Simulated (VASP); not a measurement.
Consider the following.

```
CELL_PARAMETERS angstrom
      0.00000     2.74516     2.74516
      2.74516     0.00000     2.74516
      2.74516     2.74516     0.00000
ATOMIC_POSITIONS crystal
  Zn 0.00000 0.00000 0.00000
  S  0.25000 0.25000 0.25000
```

Method: PBE GGA with D3 dispersion (zero damping), VASP's PBE PAW potentials (set 64) (plane waves; VASP). Settings: 520 eV cut-off, 9×9×9 Γ-centred mesh, Gaussian smearing of 0.050 eV, potentials Zn S.

Give the stress tensor in GPa (positive for a compressed cell).

```
-4.02   0.00   0.00
 0.00  -4.02   0.00
 0.00   0.00  -4.02
```
The pressure is its mean diagonal, -4.02 GPa.

The compound is ZnS in the zinc blende structure. This cell is one point of a volume scan, at 1.06 of the reference volume.
